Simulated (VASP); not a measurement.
Output of a VASP run:

File OSZICAR:
```
...
DAV:  11    -0.510849611328E+02   -0.64876E-02   -0.34879E-03  2663   0.611E-01    0.101E-01
DAV:  12    -0.510850006724E+02   -0.39540E-04   -0.29761E-04  2674   0.195E-01    0.100E-01
DAV:  13    -0.510852240062E+02   -0.22333E-03   -0.60713E-05  2678   0.841E-02    0.798E-02
DAV:  14    -0.510852823361E+02   -0.58330E-04   -0.20609E-05  2697   0.540E-02    0.278E-02
DAV:  15    -0.510852922053E+02   -0.98693E-05   -0.73042E-06  2962   0.243E-02    0.887E-03
DAV:  16    -0.510852926745E+02   -0.46922E-06   -0.29342E-06  2655   0.211E-02
   1 F= -.44606632E+02 E0= -.44606460E+02  d E =-.446066E+02
       N       E                     dE             d eps       ncg     rms          rms(c)
DAV:   1    -0.493672754494E+02    0.17180E+01   -0.19085E+01  2860   0.283E+01    0.410E+00
DAV:   2    -0.492339870716E+02    0.13329E+00   -0.39339E-01  2968   0.558E+00    0.248E+00
DAV:   3    -0.490910765846E+02    0.14291E+00   -0.17933E-01  2640   0.346E+00    0.207E-01
DAV:   4    -0.491543639935E+02   -0.63287E-01   -0.51499E-02  2710   0.172E+00    0.224E-01
DAV:   5    -0.491545910219E+02   -0.22703E-03   -0.12769E-03  2942   0.348E-01    0.175E-01
DAV:   6    -0.491534079530E+02    0.11831E-02   -0.13097E-03  2700   0.518E-01    0.441E-02
DAV:   7    -0.491545993591E+02   -0.11914E-02   -0.11513E-03  2654   0.541E-01    0.324E-03
DAV:   8    -0.491546724104E+02   -0.73051E-04   -0.49351E-05  2729   0.118E-01    0.251E-03
DAV:   9    -0.491546638770E+02    0.85334E-05   -0.64745E-06  2716   0.440E-02    0.326E-03
DAV:  10    -0.491546710278E+02   -0.71508E-05   -0.38947E-06  2686   0.371E-02    0.455E-04
DAV:  11    -0.491546711730E+02   -0.14516E-06   -0.37163E-08  1379   0.335E-03
   2 F= -.44077591E+02 E0= -.44077397E+02  d E =0.529041E+00
       N       E                     dE             d eps       ncg     rms          rms(c)
DAV:   1    -0.508318010613E+02   -0.16771E+01   -0.82706E+00  2864   0.172E+01    0.268E+00
DAV:   2    -0.507611862688E+02    0.70615E-01   -0.30492E-01  2746   0.446E+00    0.171E+00
DAV:   3    -0.507165909580E+02    0.44595E-01   -0.93242E-02  2703   0.255E+00    0.192E-01
DAV:   4    -0.507461092990E+02   -0.29518E-01   -0.25185E-02  2806   0.122E+00    0.138E-01
DAV:   5    -0.507462832196E+02   -0.17392E-03   -0.65283E-04  2931   0.209E-01    0.129E-01
DAV:   6    -0.507459954187E+02    0.28780E-03   -0.12834E-04  2693   0.149E-01    0.297E-02
DAV:   7    -0.507463334464E+02   -0.33803E-03   -0.47517E-04  2648   0.316E-01    0.205E-02
DAV:   8    -0.507464209834E+02   -0.87537E-04   -0.28243E-05  2678   0.872E-02    0.215E-02
DAV:   9    -0.507464127175E+02    0.82659E-05   -0.54064E-06  2729   0.245E-02    0.651E-03
DAV:  10    -0.507464214591E+02   -0.87415E-05   -0.28253E-06  2665   0.260E-02    0.213E-03
DAV:  11    -0.507464219988E+02   -0.53972E-06   -0.42098E-07  1387   0.808E-03
   3 F= -.44736814E+02 E0= -.44736244E+02  d E =-.130182E+00
       N       E                     dE             d eps       ncg     rms          rms(c)
DAV:   1    -0.507290770566E+02    0.17344E-01   -0.26918E-03  2762   0.313E-01    0.450E-02
DAV:   2    -0.507290635488E+02    0.13508E-04   -0.74773E-05  2743   0.767E-02    0.280E-02
DAV:   3    -0.507290524432E+02    0.11106E-04   -0.27559E-05  2663   0.455E-02    0.272E-03
DAV:   4    -0.507290609677E+02   -0.85245E-05   -0.57676E-06  2734   0.181E-02    0.292E-03
DAV:   5    -0.507290609747E+02   -0.70425E-08   -0.12108E-07  1330   0.308E-03
   4 F= -.44737092E+02 E0= -.44736523E+02  d E =-.130460E+00
```

File OUTCAR:
```
------------------------ aborting loop because EDIFF is reached ----------------------------------------
  FORCE on cell =-STRESS in cart. coord.  units (eV):
  Direction    XX          YY          ZZ          XY          YZ          ZX
  --------------------------------------------------------------------------------------
  Total        5.9674022      5.9661180      5.9662701      0.0000000      0.0000000      0.0004137
  in kB      199.1800030    199.1371387    199.1422139      0.0000000      0.0000000      0.0138081
  external PRESSURE =      -0.8468815 kB  Pullay stress =     200.0000000 kB
  volume of cell :       48.00
      direct lattice vectors                 reciprocal lattice vectors
     3.533388176 -2.039218082 -0.069997061     0.139468131 -0.245192020 -0.102932227
     3.533388176  2.039218082 -0.069997061     0.139468131  0.245192020 -0.102932227
     2.422913208 -0.000000000  3.282928841     0.005947348  0.000000000  0.300216709
 POSITION                                       TOTAL-FORCE (eV/Angst)
 -----------------------------------------------------------------------------------
      2.37780     -0.00000      0.78752        -0.009376      0.000000     -0.003105
      7.11189     -0.00000      2.35542         0.009376     -0.000000      0.003105
 -----------------------------------------------------------------------------------
    total drift:                               -0.000000     -0.000000     -0.000000
  FREE ENERGIE OF THE ION-ELECTRON SYSTEM (eV)
  ---------------------------------------------------
  free  energy   TOTEN  =       -50.7290609747 eV

  energy  without entropy=      -50.7273532203  energy(sigma->0) =      -50.72849172
  enthalpy is  TOTEN    =       -44.7370917575 eV   P V=        5.9919692172

 reached required accuracy - stopping structural energy minimisation
```
(Selected blocks of OUTCAR.)

**POSCAR**
```
Sb
1
    3.6267227937    -2.0929476041    -0.0717628236
    3.6267227937     2.0929476041    -0.0717628236
    2.4869890889    -0.0000000000     3.3695060876
Sb
2
Direct
  0.2505463291   0.2505463291   0.2505463322
  0.7494536709   0.7494536709   0.7494536678
```

Write an INCAR and KPOINTS that could have produced this output.

This is not unique; one that fits is the input of the run itself, r2SCAN meta-GGA, plane waves, VASP's PBE PAW potentials (set 64).

INCAR:
```
! general
SYSTEM   =  Sb
PREC     =  Accurate
ENCUT    =  500
LREAL    =  .False.
LASPH    =  .True.

! electronic loop
EDIFF    =  1E-6
NELM     =  100
ALGO     =  Normal
LMAXMIX  =  4
LMIXTAU  =  .True.

! smearing
ISMEAR   =  1
SIGMA    =  0.1

! functional
METAGGA  =  R2SCAN

! ions
IBRION   =  2
NSW      =  40
ISIF     =  3
EDIFFG   =  -0.02
PSTRESS  =  200

! output
LWAVE    =  .False.
LCHARG   =  .False.
```

KPOINTS:
```
Automatic
0
gamma
  11 11 11
```

POTCAR, in this order: Sb (PBE.64 set). Program: vasp_std.

Energy and stress use the plane-wave basis of the starting cell.

The compound is Sb in the a7 structure. This run relaxes it under an external pressure of 20 GPa. Symmetry was kept, so distortions that lower it aren't found.
